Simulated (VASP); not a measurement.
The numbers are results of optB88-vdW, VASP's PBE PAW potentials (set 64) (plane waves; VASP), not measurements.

A VASP calculation is set up with these files.

### POSCAR
```
MoS2
1
    1.6125236809    -2.7929726564     0.0000000000
    1.6125236809     2.7929726564     0.0000000000
    0.0000000000     0.0000000000    12.5895227805
Mo S
2 4
Direct
  0.3333330000   0.6666670000   0.2500000000
  0.6666670000   0.3333330000   0.7500000000
  0.3333330000   0.6666670000   0.8759251023
  0.6666670000   0.3333330000   0.3759251023
  0.6666670000   0.3333330000   0.1240748977
  0.3333330000   0.6666670000   0.6240748977
```

File KPOINTS:
```
Automatic mesh
0
Gamma
8 8 2
0 0 0
```

INCAR:
```
# general
SYSTEM   = MoS2
PREC     = Accurate
ENCUT    = 520
LREAL    = .FALSE.
LASPH    = .TRUE.

# electronic loop
EDIFF    = 1E-7
NELM     = 100
ALGO     = Normal
LMAXMIX  = 4

# smearing
ISMEAR   = 0
SIGMA    = 0.05

# functional
GGA      = BO
LUSE_VDW = .TRUE.
AGGAC    = 0.0
PARAM1   = 0.1833333333
PARAM2   = 0.22

# ions
IBRION   = 2
NSW      = 30
ISIF     = 4
EDIFFG   = -0.01

# output
LWAVE    = .FALSE.
LCHARG   = .FALSE.
```

POTCAR, in this order: Mo_sv S (PBE.64 set). Program: vasp_std.

Output of the run:

**OUTCAR**
```
 ion  position               nearest neighbor table
   1  0.333  0.667  0.250-   4 2.45   5 2.45   4 2.45   5 2.45   4 2.45   5 2.45
   2  0.667  0.333  0.750-   3 2.45   6 2.45   3 2.45   6 2.45   3 2.45   6 2.45
   3  0.333  0.667  0.876-   2 2.45   2 2.45   2 2.45
   4  0.667  0.333  0.376-   1 2.45   1 2.45   1 2.45
   5  0.667  0.333  0.124-   1 2.45   1 2.45   1 2.45
   6  0.333  0.667  0.624-   2 2.45   2 2.45   2 2.45
  LATTYP: Found a hexagonal cell.
 ALAT       =     3.2250471130
 C/A-ratio  =     3.9036709665
 Subroutine PRICEL returns:
 Original cell was already a primitive cell.
 Subroutine GETGRP returns: Found 24 space group operations
The static configuration has the point symmetry D_3d.
 The point group associated with its full space group is D_6h.
The dynamic configuration has the point symmetry D_3d.
 Subroutine INISYM returns: Found 24 space group operations
 Subroutine IBZKPT returns following result:
 Found     20 irreducible k-points:

 Following reciprocal coordinates:
            Coordinates               Weight
  0.000000  0.000000  0.000000      1.000000
  0.125000  0.000000  0.000000      6.000000
  0.250000  0.000000  0.000000      6.000000
...
```

### OSZICAR
```
       N       E                     dE             d eps       ncg     rms          rms(c)
DAV:   1     0.460217349170E+03    0.46022E+03   -0.29655E+04  1400   0.158E+03
DAV:   2    -0.751937533349E+01   -0.46774E+03   -0.45730E+03  1527   0.392E+02
DAV:   3    -0.338847346511E+02   -0.26365E+02   -0.26188E+02  1637   0.800E+01
DAV:   4    -0.344753836115E+02   -0.59065E+00   -0.58928E+00  1523   0.119E+01
DAV:   5    -0.344937033885E+02   -0.18320E-01   -0.18313E-01  1649   0.197E+00    0.294E+01
DAV:   6    -0.323554053255E+02    0.21383E+01   -0.30128E+01  1364   0.270E+01    0.132E+01
DAV:   7    -0.316082212292E+02    0.74718E+00   -0.12970E+01  1383   0.180E+01    0.749E+00
DAV:   8    -0.312858311780E+02    0.32239E+00   -0.15869E+00  1652   0.678E+00    0.279E+00
DAV:   9    -0.312986152343E+02   -0.12784E-01   -0.19603E-01  1664   0.204E+00    0.138E+00
DAV:  10    -0.312886438233E+02    0.99714E-02   -0.88755E-02  1567   0.156E+00    0.395E-01
DAV:  11    -0.312883978673E+02    0.24596E-03   -0.34093E-03  1544   0.327E-01    0.247E-01
DAV:  12    -0.312881306057E+02    0.26726E-03   -0.10877E-03  1584   0.161E-01    0.881E-02
DAV:  13    -0.312881086562E+02    0.21949E-04   -0.22161E-04  1686   0.755E-02    0.197E-02
DAV:  14    -0.312881094005E+02   -0.74433E-06   -0.90997E-06  1623   0.170E-02    0.200E-02
DAV:  15    -0.312881090766E+02    0.32395E-06   -0.86279E-07  1494   0.587E-03    0.357E-03
DAV:  16    -0.312881086853E+02    0.39130E-06   -0.11522E-06  1362   0.543E-03    0.128E-03
DAV:  17    -0.312881087189E+02   -0.33623E-07   -0.89731E-08  1005   0.159E-03
   1 F= -.31288109E+02 E0= -.31288109E+02  d E =-.312881E+02
       N       E                     dE             d eps       ncg     rms          rms(c)
DAV:   1    -0.313013461384E+02   -0.13237E-01   -0.19964E+00  1254   0.610E+00    0.139E+00
DAV:   2    -0.313083120989E+02   -0.69660E-02   -0.10302E-01  1529   0.142E+00    0.490E-01
DAV:   3    -0.313076106871E+02    0.70141E-03   -0.46903E-03  1523   0.389E-01    0.400E-01
DAV:   4    -0.313074894907E+02    0.12120E-03   -0.24381E-03  1631   0.253E-01    0.136E-01
DAV:   5    -0.313073585823E+02    0.13091E-03   -0.10196E-03  1521   0.163E-01    0.271E-02
DAV:   6    -0.313073497229E+02    0.88594E-05   -0.89064E-05  1481   0.469E-02    0.373E-02
DAV:   7    -0.313073505198E+02   -0.79695E-06   -0.52100E-06  1446   0.106E-02    0.218E-02
DAV:   8    -0.313073505775E+02   -0.57647E-07   -0.10922E-06  1456   0.571E-03    0.423E-03
DAV:   9    -0.313073505329E+02    0.44625E-07   -0.23596E-07  1089   0.245E-03
   2 F= -.31307351E+02 E0= -.31307351E+02  d E =-.192418E-01
       N       E                     dE             d eps       ncg     rms          rms(c)
DAV:   1    -0.313073555217E+02   -0.49442E-05   -0.78261E-04  1331   0.121E-01    0.261E-02
DAV:   2    -0.313073586067E+02   -0.30850E-05   -0.40699E-05  1521   0.282E-02    0.972E-03
DAV:   3    -0.313073584529E+02    0.15371E-06   -0.21464E-06  1421   0.828E-03    0.773E-03
DAV:   4    -0.313073584814E+02   -0.28475E-07   -0.98998E-07  1406   0.524E-03
   3 F= -.31307358E+02 E0= -.31307358E+02  d E =-.192498E-01
       N       E                     dE             d eps       ncg     rms          rms(c)
DAV:   1    -0.313503935805E+02   -0.43035E-01   -0.20558E+00  1240   0.901E+00    0.161E+00
DAV:   2    -0.313251863027E+02    0.25207E-01   -0.17397E-01  1432   0.237E+00    0.888E-01
DAV:   3    -0.313190777915E+02    0.61085E-02   -0.18822E-02  1491   0.797E-01    0.310E-01
DAV:   4    -0.313169253636E+02    0.21524E-02   -0.77105E-03  1471   0.441E-01    0.232E-01
DAV:   5    -0.313168280409E+02    0.97323E-04   -0.70537E-04  1509   0.129E-01    0.376E-02
DAV:   6    -0.313168235852E+02    0.44557E-05   -0.15849E-04  1610   0.633E-02    0.286E-02
DAV:   7    -0.313168245773E+02   -0.99212E-06   -0.17999E-05  1561   0.236E-02    0.989E-03
DAV:   8    -0.313168253177E+02   -0.74038E-06   -0.23625E-06  1464   0.934E-03    0.365E-03
DAV:   9    -0.313168253573E+02   -0.39627E-07   -0.16787E-07   992   0.226E-03
   4 F= -.31316825E+02 E0= -.31316825E+02  d E =-.946688E-02
       N       E                     dE             d eps       ncg     rms          rms(c)
DAV:   1    -0.313566973253E+02   -0.39872E-01   -0.22239E+00  1240   0.937E+00    0.169E+00
DAV:   2    -0.313294045160E+02    0.27293E-01   -0.19119E-01  1455   0.248E+00    0.932E-01
DAV:   3    -0.313226566858E+02    0.67478E-02   -0.21583E-02  1491   0.844E-01    0.321E-01
DAV:   4    -0.313203222058E+02    0.23345E-02   -0.83683E-03  1464   0.460E-01    0.252E-01
DAV:   5    -0.313201815880E+02    0.14062E-03   -0.85394E-04  1535   0.143E-01    0.377E-02
DAV:   6    -0.313201776294E+02    0.39585E-05   -0.15572E-04  1557   0.631E-02    0.290E-02
DAV:   7    -0.313201788824E+02   -0.12529E-05   -0.15119E-05  1517   0.222E-02    0.107E-02
DAV:   8    -0.313201797382E+02   -0.85583E-06   -0.27232E-06  1334   0.917E-03    0.407E-03
DAV:   9    -0.313201797452E+02   -0.69713E-08   -0.21350E-07  1096   0.275E-03
   5 F= -.31320180E+02 E0= -.31320180E+02  d E =-.128213E-01
```

OUTCAR:
```
------------------------ aborting loop because EDIFF is reached ----------------------------------------
  FORCE on cell =-STRESS in cart. coord.  units (eV):
  Direction    XX          YY          ZZ          XY          YZ          ZX
  --------------------------------------------------------------------------------------
  Total       -0.7022338     -0.7022336     -0.6580133      0.0000000     -0.0000000      0.0000000
  in kB       -9.9215662     -9.9215644     -9.2967933      0.0000000     -0.0000000      0.0000000
  external PRESSURE =      -9.7133080 kB  Pullay stress =       0.0000000 kB
  volume of cell :      113.40
      direct lattice vectors                 reciprocal lattice vectors
     1.601293815 -2.773522000  0.000000000     0.312247506 -0.180276198 -0.000000000
     1.601293815  2.773522000 -0.000000000     0.312247506  0.180276198  0.000000000
    -0.000000000 -0.000000000 12.766722308     0.000000000  0.000000000  0.078328640
 POSITION                                       TOTAL-FORCE (eV/Angst)
 -----------------------------------------------------------------------------------
      1.60129      0.92451      3.19168         0.000000      0.000000     -0.000000
      1.60129     -0.92451      9.57504        -0.000000     -0.000000     -0.000000
      1.60129      0.92451     11.14342         0.000000      0.000000      0.007890
      1.60129     -0.92451      4.76006        -0.000000     -0.000000      0.007890
      1.60129     -0.92451      1.62330        -0.000000     -0.000000     -0.007890
      1.60129      0.92451      8.00666        -0.000000      0.000000     -0.007890
 -----------------------------------------------------------------------------------
    total drift:                               -0.000244      0.001648     -0.000030
  FREE ENERGIE OF THE ION-ELECTRON SYSTEM (eV)
  ---------------------------------------------------
  free  energy   TOTEN  =       -31.3201797452 eV

  energy  without entropy=      -31.3201797452  energy(sigma->0) =      -31.32017975

 reached required accuracy - stopping structural energy minimisation
```
(Selected blocks of OUTCAR.)

CONTCAR:
```
MoS2
   1.00000000000000
     1.6012938145336715   -2.7735219997333300    0.0000000000000000
     1.6012938145336715    2.7735219997333300   -0.0000000000000000
    -0.0000000000000000   -0.0000000000000000   12.7667223076077949
  Mo              S
     2     4
Direct
     0.3333330000000032    0.6666669999999968    0.2500000000000000
     0.6666669999999968    0.3333330000000032    0.7500000000000000
     0.3333330000000032    0.6666669999999968    0.8728490354236338
     0.6666669999999968    0.3333330000000032    0.3728490354236337
     0.6666669999999968    0.3333330000000032    0.1271509645763663
     0.3333330000000032    0.6666669999999968    0.6271509645763662
```

The compound is MoS2 in the 2H layered structure. This cell is one point of a volume scan, at 1.03 of the reference volume. Symmetry was kept, so distortions that lower it aren't found.
